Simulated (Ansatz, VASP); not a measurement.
# GaHNF (F-GaN-H chair bilayer, AB) in two plane-wave programs

One calculation is typed for both programs; each brings its own data sets. How far apart do they land? The structure shown is the start of the Ansatz relaxation below; VASP solves that cell, so the two are compared at the walk's first step.

Method: plane waves, with VASP 6.6.1 beside it; single point at PBE with D3(BJ), in Ansatz 0.2.0.

### Step 1. The structure

The cell holds 8 atoms: 2 H, 2 N, 2 Ga and 2 F. Cell: a = 3.184 Å, b = 3.185 Å, c = 42.613 Å, α = 90.0°, β = 90.0°, γ = 120.0°. Vacuum lies along c. The height across the vacuum is the one that the program set for its solve, not the one typed.

Structure file:

```
H N Ga F
1.0
     3.18450    0.00000    0.00000
    -1.59225    2.75786    0.00000
     0.00000    0.00000   42.61333
H N Ga F
2 2 2 2
Direct
  0.66667 0.33333 0.18773
  0.00000 0.00000 0.32744
  0.66667 0.33333 0.21167
  0.00000 0.00000 0.35138
  0.33333 0.66667 0.22677
  0.66667 0.33333 0.36647
  0.33333 0.66667 0.26877
  0.66667 0.33333 0.40848
```

### Step 2. Ansatz: relaxation, PBE with D3(BJ)

Ansatz runs on its default PAW (the set named soft_2) files.

The two programs are compared at the cell with which this relaxation starts, whose forces are those of its first step.

The input, input.yaml:

```yaml
crystal:
  lattice:
    - [3.1845, 0.0, 0.0]
    - [-1.59225, 2.7578578984, 0.0]
    - [0.0, 0.0, 25.4066666672]
  atoms:
    - { symbol: H, position: [0.6666666667, 0.3333333333, 0.3148779848] }
    - { symbol: "N", position: [0.6666666667, 0.3333333333, 0.3550249278] }
    - { symbol: Ga, position: [0.3333333333, 0.6666666667, 0.3803463658] }
    - { symbol: F, position: [0.3333333333, 0.6666666667, 0.4508003149] }
    - { symbol: H, position: [0.0, 0.0, 0.5491996851] }
    - { symbol: "N", position: [0.0, 0.0, 0.5893466282] }
    - { symbol: Ga, position: [0.6666666667, 0.3333333333, 0.6146680661] }
    - { symbol: F, position: [0.6666666667, 0.3333333333, 0.6851220152] }
  periodic: [true, true, false]
kpoints:
  mp_grid: { grid: [12, 12, 1] }
hamiltonian:
  xc: pbe
  dispersion: d3bj
scf:
  occupations: { method: fermi_dirac, width: 0.05 }
relax:
  f_tol: 0.01
  max_steps: 90
  cell: {}
```

The run is started by

```console
$ ansatz run input.yaml --threads 4 --pin off --max-ram 8192MiB --backend cpu --events-out ev --progress --plain --runs-dir out
```

Numbers of over 12 decimals in the logs are rounded to 6 here.

Log:

```text
Warning: crystal.periodic: the lattice vector that does not repeat stood 0.000° off the slab's normal, 25.407 Å along it as the deck builds it. The run solves the slab on a vector along the normal, 42.613 Å long, with every atom where it was (on the deck's vector they left 16.00 Å outside them, and the widest stretch free of ions among them is 2.50 Å). A fractional position that the run reports is one of the run's ce [...]
crystal.periodic: the lattice vector that does not repeat stood 0.000° off the slab's normal, 25.407 Å along it as the deck builds it. The run solves the slab on a vector along the normal, 42.613 Å long, with every atom where it was (on the deck's vector they left 16.00 Å outside them, and the widest stretch free of ions among them is 2.50 Å). A fractional position that the run reports is one of the run's cell, which [...]
Engine: ansatz 0.2.0, x86_64-unknown-linux-gnu
Pseudopotentials: kind: paw
Pseudopotential: H, paw, valence charge 1, recommended cutoff 420 eV (normal), H.paw.azcp
Pseudopotential: N, paw, valence charge 5, recommended cutoff 420 eV (normal), N.paw.azcp
Pseudopotential: Ga, paw, valence charge 13, recommended cutoff 420 eV (normal), Ga.paw.azcp
Pseudopotential: F, paw, valence charge 7, recommended cutoff 420 eV (normal), F.paw.azcp
Functional definition: PBE
  parameter kappa = 0.804
  parameter beta = 0.066725
  exchange = pbe_x(kappa = kappa, mu = beta*pi^2/3)
  correlation = pbe_c(beta = beta)
Crystal: 8 atoms, lattice volume = 374.247 Å³
Basis set: ecut = 420 eV, 7391 PW (Γ), exchange–correlation on 48×48×576 points (8 copies of the dense FFT grid, shifted against one another)
Bands: 34, of which v1, the nominal top of the filled ones, is band 26 counted from 1 (25 counted from 0)
Symmetry: 6 space group operations
Space group: P3m1 (ITA 156), of the structure as read, at distance tolerance 7.2e-5 Å
k-points: 19 of 144 (time reversal used)
Non-local potential: H, projectors of the file, l = 0: 2, l = 1: 1
Non-local potential: N, projectors of the file, l = 0: 2, l = 1: 2, l = 2: 1
Non-local potential: Ga, projectors of the file, l = 0: 2, l = 1: 2, l = 2: 3, l = 3: 1
Non-local potential: F, projectors of the file, l = 0: 2, l = 1: 2, l = 2: 1
[...]
Crystal: 8 atoms, lattice volume = 388.939 Å³
iter 1 solved again at ethr=6.46e-7 eV; its pass at ethr=3.10e-3 eV (dr2=3.36e-4 eV) is discarded
SCF iter   1: F=—  HF=-9985.794319 eV  |F-HF|=—  |Δ(HF+E_count)|=         —  Δρ=2.87e-4  dr2=3.54e-4  ethr=6.46e-7  ⟨swp⟩=3.4  Hψ=4097  notcnv=0
preconditioner: auto → LDOS  [metal: Δε(μ)=0.075 eV  Ē_g=15.004 eV  σ=0.050 eV  W_gap=0.33  n_scr=26 (ndim 8)  ℏωp=13.6 eV  f_vac=0.749  D(μ)=1.62/eV (n_scr^D=10)  β→1.0]
SCF iter   2: F=—  HF=-9985.794288 eV  |F-HF|=—  |Δ(HF+E_count)|=   3.11e-5  Δρ=1.86e-4  dr2=1.31e-4  ethr=6.46e-7  ⟨swp⟩=2.3  Hψ=1268  notcnv=0
SCF iter   3: F=—  HF=-9985.794273 eV  |F-HF|=—  |Δ(HF+E_count)|=   1.48e-5  Δρ=7.33e-5  dr2=2.27e-5  ethr=2.51e-7  ⟨swp⟩=3.0  Hψ=1397  notcnv=0
SCF iter   4: F=—  HF=-9985.794267 eV  |F-HF|=—  |Δ(HF+E_count)|=   5.67e-6  Δρ=3.04e-5  dr2=7.26e-6  ethr=4.37e-8  ⟨swp⟩=3.3  Hψ=1324  notcnv=0
SCF iter   5: F=—  HF=-9985.794268 eV  |F-HF|=—  |Δ(HF+E_count)|=   4.75e-7  Δρ=2.17e-5  dr2=4.14e-6  ethr=1.40e-8  ⟨swp⟩=2.3  Hψ=815  notcnv=0
SCF iter   6: F=—  HF=-9985.794269 eV  |F-HF|=—  |Δ(HF+E_count)|=   1.59e-6  Δρ=9.58e-6  dr2=4.77e-7  ethr=7.97e-9  ⟨swp⟩=2.5  Hψ=1060  notcnv=0
SCF iter   7: F=-9985.794271 eV  HF=-9985.794270 eV  |F-HF|=9.21e-7  |Δ(HF+E_count)|=   8.09e-7  Δρ=2.72e-6  dr2=2.05e-8  ethr=1.61e-10  ⟨swp⟩=5.1  Hψ=3462  notcnv=0
SCF 9 converged in 7 iterations: F = -9985.794271 eV  dr2 = 2.05e-8
relax step   9: F+E_penalty+E_count = -9985.79427107 eV  Δ(F+E_penalty+E_count) = +4.827e-4 eV  max|allowed force component| = 7.209e-3 eV/Å  Δτ_max = 0.0023 Å  P = +0.129 N/m  Ω = 388.939 Å³  energy of the carried Pulay correction = -7.758e-4 eV  fix = [c, alpha, beta]  reactions: c +0.000 N/m  (7 SCF iters, dr2 threshold 8.38e-8 eV, accepted)
[...]
relax step  10: F+E_penalty+E_count = -9985.79392311 eV  Δ(F+E_penalty+E_count) = +3.480e-4 eV  max|allowed force component| = 1.505e-3 eV/Å  Δτ_max = 0.0004 Å  P = +0.001 N/m  Ω = 389.351 Å³  energy of the carried Pulay correction = -1.162e-3 eV  fix = [c, alpha, beta]  reactions: c +0.000 N/m  (7 SCF iters, dr2 threshold 1.10e-8 eV, accepted)
[...]
relax step  11: F+E_penalty+E_count = -9985.79528649 eV  Δ(F+E_penalty+E_count) = -1.363e-3 eV  max|allowed force component| = 1.509e-3 eV/Å  Δτ_max = 0.0000 Å  P = +0.012 N/m  Ω = 389.351 Å³  fix = [c, alpha, beta]  reactions: c +0.000 N/m  stress off target by 1.18e-2 N/m on what of the cell is left free  SCF on the basis re-selected at this cell (its energy is not comparable with the rows above)  (12 SCF iters)
basis re-selected at this cell: Δ(F+E_penalty+E_count) = -1.363e-3 eV, ΔP = +0.011 N/m vs the last step (what re-selecting the basis moved, of the pressure what is left beyond the Pulay correction that the steps carried, after the strain that the cell walked since its last selection, with what the two solves' SCF thresholds leave and, on support functions, any second-order correction that the steps lacked; it is no m [...]
SCF converged after 12 iterations
Free energy (F): -9985.795286 eV
Harris-Foulkes:  -9985.795286 eV  (|F-HF|=7.97e-9)
Internal energy: -9985.781679 eV  (E = F + TS)
E sigma→0 (E₀):  -9985.788483 eV
Entropy (-TS):   -0.013608 eV (-1.701 meV/atom)
Fermi energy:    -6.413351 eV
--- Per-component energies (eV) ---
  E_band       = -871.098131
  E_kinetic    = 930.909457
  E_local      = -206546.026776  (includes V_loc(G=0)·N_el)
  E_nonlocal   = 1101.387436
  E_hartree    = 102573.470757
  E_xc         = -431.720507
  E_vxc        = -491.308010  (∫ρ·V_xc dr)
  E_paw        = -4645.579638  (= ΣΔE_a)
  E_vpaw       = -1013.003787  (= ΣTr[D̂ρ^β])
  E_aug_tail   = 0.001662  (compensation charges beyond the density's cutoff)
  E_ewald      = 97032.504528
  E_disp       = -0.728598  (pairwise vdW)
  E_smearing   = -0.013608  (= −TS)
  E_closure    = -0.000000  (closes the sum)
  Σ components = -9985.795286   (vs F -9985.795286, Δ=0.00e0)
--- Forces (eV/Å), atoms counted from 1 ---
  atom   1  H     -0.00000000    -0.00000000     0.00003806
  atom   2  N      0.00000000     0.00000000     0.00024130
  atom   3  Ga    -0.00000000    -0.00000000     0.00000825
  atom   4  F     -0.00000000    -0.00000000    -0.00035508
  atom   5  H     -0.00000000    -0.00000000     0.00036938
  atom   6  N      0.00000000     0.00000000     0.00026842
  atom   7  Ga    -0.00000000    -0.00000000     0.00093381
  atom   8  F     -0.00000000    -0.00000000    -0.00150933
  max |Σ_I F_I| component: 5.18e-6 eV/Å
--- 2D stress c σ (N/m, compression-positive) ---
        0.011836       0.000000      -0.000000
        0.000000       0.011836      -0.000000
       -0.000000      -0.000000       0.000000
  P = ½ c Tr σ = 0.0118 N/m
--- Relaxed structure (9 steps of the walk, 8 accepted, 2 SCFs on fresh bases) ---
  F+E_penalty+E_count = -9985.79528649 eV   max|allowed force component| = 1.509e-3 eV/Å   (the final SCF, on the basis selected at the relaxed cell)
  cell:  # Å, volume = 389.3512 Å³
    - [3.248125, 0, 0]
    - [-1.624062, 2.812958, 0]
    - [0, 0, 42.613333]
  atoms:
    - { symbol: H, position: [0.666667, 0.333333, 0.197969] }
    - { symbol: N, position: [0.666667, 0.333333, 0.222099] }
    - { symbol: Ga, position: [0.333333, 0.666667, 0.236607] }
    - { symbol: F, position: [0.333333, 0.666667, 0.278011] }
    - { symbol: H, position: [1.3877787807814463e-17, -9.251858538004438e-18, 0.317737] }
    - { symbol: N, position: [1.3877787807814466e-17, -9.251858538004431e-18, 0.341815] }
    - { symbol: Ga, position: [0.666667, 0.333333, 0.356706] }
    - { symbol: F, position: [0.666667, 0.333333, 0.397772] }
```

### Step 3. VASP: single point, PBE with D3(BJ), start cell

The same cell, functional, mesh and smearing now go to VASP, with its own data sets.

Lines of VASP's logs that name or quote its potential files are left out, and so is its time.

The input, INCAR:

```
SYSTEM = GaHNF
PREC = Accurate
ENCUT = 520
EDIFF = 1E-06
NELM = 120
ISMEAR = -1
SIGMA = 0.05
LREAL = .FALSE.
ALGO = Normal
GGA = PE
IVDW = 12
NBANDS = 34
LORBIT = 11
LWAVE = .FALSE.
LCHARG = .FALSE.
ISIF = 2
LDIPOL = .TRUE.
IDIPOL = 3
DIPOL = 0.5 0.5 0.294
LVHAR = .TRUE.
LASPH = .TRUE.
GGA_COMPAT = .FALSE.
NELMDL = -8
KPAR = 2
```

The input, POSCAR:

```
GaHNF
1.0
    3.1845000000      0.0000000000      0.0000000000
   -1.5922500000      2.7578580000      0.0000000000
    0.0000000000      0.0000000000     42.6133330000
H N Ga F
2 2 2 2
Direct
    0.6666666667      0.3333333333      0.1877346698
    0.0000000000      0.0000000000      0.3274405454
    0.6666666667      0.3333333333      0.2116708402
    0.0000000000      0.0000000000      0.3513767158
    0.3333333333      0.6666666667      0.2267678287
    0.6666666667      0.3333333333      0.3664737278
    0.3333333333      0.6666666667      0.2687734611
    0.6666666667      0.3333333333      0.4084793602
```

The input, KPOINTS:

```
Automatic mesh
0
Gamma
12 12 1
0 0 0
```

The projector-augmented-wave data sets are H, N, Ga_d and F (PBE family, release 64).

The run is started by

```console
$ mpirun -np 2 vasp_std
```

Log:

```text
[banner, memory and clock lines left out]
running    2 mpi-ranks, on    1 nodes
 distrk:  each k-point on    1 cores,    2 groups
 distr:  one band on    1 cores,    1 groups

 POSCAR found type information on POSCAR H N GaF
 POSCAR found :  4 types and       8 ions
 LDA part: xc-table for (Slater+PW92), standard interpolation
 POSCAR, INCAR and KPOINTS ok, starting setup
 FFT: planning ... GRIDC
 FFT: planning ... GRID_SOFT
 FFT: planning ... GRID
 WAVECAR not read
 entering main loop
       N       E                     dE             d eps       ncg     rms          rms(c)
DAV:   1     0.497017033935E+03    0.49702E+03   -0.23278E+04  1460   0.141E+03
DAV:   2     0.443646876282E+02   -0.45265E+03   -0.43539E+03  1766   0.348E+02
DAV:   3    -0.424971889509E+02   -0.86862E+02   -0.86282E+02  1462   0.158E+02
DAV:   4    -0.477409067803E+02   -0.52437E+01   -0.52194E+01  2058   0.457E+01
DAV:   5    -0.478033331915E+02   -0.62426E-01   -0.62275E-01  1588   0.453E+00
DAV:   6    -0.478059021246E+02   -0.25689E-02   -0.25683E-02  1988   0.946E-01
DAV:   7    -0.478059284714E+02   -0.26347E-04   -0.26343E-04  1586   0.872E-02
DAV:   8    -0.478059297691E+02   -0.12978E-05   -0.12978E-05  1570   0.192E-02    0.138E+01
DAV:   9    -0.411131810590E+02    0.66927E+01   -0.18795E+01  2192   0.770E+01    0.469E+00
DAV:  10    -0.409954776983E+02    0.11770E+00   -0.30751E+00  1688   0.112E+01    0.383E+00
DAV:  11    -0.411865734321E+02   -0.19110E+00   -0.43340E+00  1916   0.627E+00    0.365E+00
DAV:  12    -0.409996099436E+02    0.18696E+00   -0.56485E+00  2250   0.665E+00    0.191E+00
DAV:  13    -0.409549336076E+02    0.44676E-01   -0.14138E-01  2026   0.300E+00    0.126E+00
DAV:  14    -0.408818061264E+02    0.73127E-01   -0.61081E-02  1982   0.223E+00    0.681E-01
[...]
DAV:  25    -0.408532892215E+02   -0.36290E-04   -0.12375E-05  1630   0.263E-02    0.452E-03
DAV:  26    -0.408533153382E+02   -0.26117E-04   -0.41146E-06  1200   0.136E-02    0.404E-03
DAV:  27    -0.408533414587E+02   -0.26121E-04   -0.26900E-06   992   0.524E-03    0.437E-03
DAV:  28    -0.408533497589E+02   -0.83001E-05   -0.16583E-06  1018   0.993E-03    0.252E-03
DAV:  29    -0.408533556957E+02   -0.59368E-05   -0.14574E-06   950   0.728E-03    0.914E-04
DAV:  30    -0.408533590087E+02   -0.33130E-05   -0.46191E-07   980   0.390E-03    0.474E-04
DAV:  31    -0.408533604410E+02   -0.14323E-05   -0.18353E-07   974   0.263E-03    0.580E-04
DAV:  32    -0.408533609497E+02   -0.50874E-06   -0.82365E-08  1024   0.163E-03
   1 F= -.41550829E+02 E0= -.41544096E+02  d E =-.134663E-01
```

From OUTCAR (step 3):

```text
ion  position               nearest neighbor table
   1  0.667  0.333  0.188-   3 1.02
   2  0.000  0.000  0.327-   4 1.02
   3  0.667  0.333  0.212-   1 1.02   5 1.95   5 1.95   5 1.95
   4  0.000  0.000  0.351-   2 1.02   6 1.95   6 1.95   6 1.95
   5  0.333  0.667  0.227-   7 1.79   3 1.95   3 1.95   3 1.95
   6  0.667  0.333  0.366-   8 1.79   4 1.95   4 1.95   4 1.95
   7  0.333  0.667  0.269-   5 1.79
   8  0.667  0.333  0.408-   6 1.79

  LATTYP: Found a hexagonal cell.
 ALAT       =     3.1845000000
 C/A-ratio  =    13.3814831214

 Subroutine GETGRP returns: Found  6 space group operations
 (whereof  6 operations were pure point group operations)

The static configuration has the point symmetry C_3v.

 Found     19 irreducible k-points:

   k-points           NKPTS =     19   k-points in BZ     NKDIM =     19   number of bands    NBANDS=     34

   dimension x,y,z NGX =    24 NGY =   24 NGZ =  320
   dimension x,y,z NGXF=    48 NGYF=   48 NGZF=  640

   ENCUT  =  520.0 eV  38.22 Ry    6.18 a.u.   5.92  5.92 79.23*2*pi/ulx,y,z

   NELECT =      52.0000    total number of electrons

 k-points in reciprocal lattice and weights: Automatic mesh
   0.00000000  0.00000000  0.00000000       0.007
   0.08333333 -0.00000000  0.00000000       0.042
   0.16666667  0.00000000  0.00000000       0.042
   0.25000000  0.00000000  0.00000000       0.042
   0.33333333  0.00000000  0.00000000       0.042
   0.41666667  0.00000000  0.00000000       0.042
   0.50000000  0.00000000  0.00000000       0.021
   0.08333333  0.08333333  0.00000000       0.042
   0.16666667  0.08333333  0.00000000       0.083
[...]
0.33333333  0.25000000  0.00000000       0.083
   0.33333333  0.33333333  0.00000000       0.014

 dipolmoment           0.000000      0.000000      0.433466 electrons x Angstroem

 average (electrostatic) potential at core
       1 -45.8280       2 -42.5206       3 -75.1002       4 -71.9205       5 -75.8502
       6 -72.6399       7 -83.9285       8 -80.6564

 E-fermi :  -4.4104

 k-point     1 :       0.0000    0.0000    0.0000
  band No.  band energies     occupation
    ...
     23      -5.0111      1.99999
     24      -5.0111      1.99999
     25      -4.8456      1.99967
     26      -4.4182      1.07712
     27      -4.4182      1.07712
     28      -3.1775      0.00000
     29      -2.3540      0.00000
     30      -1.9340      0.00000
     31      -1.2507      0.00000
     32      -1.1868      0.00000
    ...

 k-point     2 :       0.0833   -0.0000    0.0000
  band No.  band energies     occupation
    ...
     23      -5.3584      2.00000
     24      -5.1030      2.00000
     25      -4.5850      1.94085
     26      -4.5528      1.89030
     27      -4.4384      1.27244
     28      -2.9638      0.00000
     29      -2.2080      0.00000
     30      -1.7954      0.00000
     31      -1.1088      0.00000
     32      -0.9065      0.00000
    ...

 k-point     3 :       0.1667    0.0000    0.0000
  band No.  band energies     occupation
    ...
     22      -6.5934      2.00000
     23      -5.9582      2.00000
     24      -5.3499      2.00000
     25      -4.8337      1.99958
     26      -4.4870      1.64407
     27      -3.9887      0.00043
     28      -2.4237      0.00000
     29      -1.7893      0.00000
     30      -1.3959      0.00000
     31      -0.7423      0.00000
    ...

 Edisp (eV)   -0.69747

  Total       2.50016     2.50016    -2.26901     0.00000     0.00000     0.00000
  in kB      10.70336    10.70337    -9.71377     0.00000     0.00000     0.00000
  external pressure =        3.90 kB  Pullay stress =        0.00 kB

  energy-cutoff  :      520.00
  volume of cell :      374.25
      direct lattice vectors                 reciprocal lattice vectors
     3.184500000  0.000000000  0.000000000     0.314021039  0.181300125  0.000000000
    -1.592250000  2.757858000  0.000000000     0.000000000  0.362600250  0.000000000
     0.000000000  0.000000000 42.613333000     0.000000000  0.000000000  0.023466834

 POSITION                                       TOTAL-FORCE (eV/Angst)
 -----------------------------------------------------------------------------------
      1.59225      0.91929      8.00000         0.000000      0.000000     -0.313655
      0.00000      0.00000     13.95333         0.000000      0.000000     -0.330448
      1.59225      0.91929      9.02000        -0.000000      0.000000      0.180541
      0.00000      0.00000     14.97333         0.000000      0.000000      0.026001
     -0.00000      1.83857      9.66333        -0.000000     -0.000000      0.803810
      1.59225      0.91929     15.61667         0.000000      0.000000      0.940239
     -0.00000      1.83857     11.45333         0.000000      0.000000     -0.539402
      1.59225      0.91929     17.40667         0.000000     -0.000000     -0.767086
 -----------------------------------------------------------------------------------
    total drift:                               -0.000000     -0.000005      0.001357

  FREE ENERGIE OF THE ION-ELECTRON SYSTEM (eV)
  ---------------------------------------------------
  free  energy   TOTEN  =       -41.5508294543 eV

  energy  without entropy=      -41.5373631501  energy(sigma->0) =      -41.54409630

 vacuum level on the upper side and lower side of the slab         6.576        -2.356

 total charge
# of ion       s       p       d       tot
------------------------------------------
    1        0.638   0.086   0.000   0.725
    2        0.635   0.086   0.000   0.721
    3        1.231   2.612   0.000   3.843
    4        1.222   2.618   0.000   3.840
    5        0.765   0.869  10.208  11.842
    6        0.762   0.873  10.206  11.840
    7        1.742   4.320   0.000   6.062
    8        1.747   4.282   0.000   6.029
--------------------------------------------------
tot          8.742  15.745  20.414  44.902

[... 3 further parts left out ...]
```

### Step 4. Differences

Known differences besides the potentials themselves: Ansatz cuts the interaction across the vacuum, VASP repeats the sheet with a dipole correction; the cutoff is 420 eV in Ansatz and 520 eV in VASP. Total energies have different zeros and are not compared.

Forces (eV/Å; atoms numbered as in POSCAR):

```
atom        Ansatz x, y, z          VASP x, y, z
  H1  0.000, 0.000, -0.300  0.000, 0.000, -0.314
  H2  0.000, 0.000, -0.318  0.000, 0.000, -0.330
  N3   0.000, 0.000, 0.191   0.000, 0.000, 0.181
  N4   0.000, 0.000, 0.037   0.000, 0.000, 0.026
 Ga5   0.000, 0.000, 0.916   0.000, 0.000, 0.804
 Ga6   0.000, 0.000, 1.072   0.000, 0.000, 0.940
  F7  0.000, 0.000, -0.680  0.000, 0.000, -0.539
  F8  0.000, 0.000, -0.920  0.000, 0.000, -0.767
```

The forces differ by 55 meV/Å r.m.s., which is 16.7 % of the r.m.s. force of 0.332 eV/Å (both taken over all components). With vacuum in the cell, a pressure given here is an average over mostly empty space and none of the material.

### Step 5. Summary of results

```
r.m.s. force difference (single point, PBE with D3(BJ), start cell) : 17 % of the r.m.s. force
```

The r.m.s. force difference is 17 % of the r.m.s. force (single point, PBE with D3(BJ), start cell), beyond the 3 % picked in this series as the mark of a large difference. What causes the difference of the single point, PBE with D3(BJ), start cell pair stays open here. 1 further run of this series is not shown here. How closely two codes agree says nothing of how well the functional describes the real material.

[Lines on the potential files, build, host, timing and source positions are cut from VASP's logs without a mark.]

[Logs are printed without paths, hosts, clocks, repeated set-up lines and the standing remarks that a program may print on its own settings, such as how far it seeks lower states.]

[Hosts, paths, dates, database ids (printed as entryN), source tags and the programs' standing remarks are cut or masked in the printed files.]
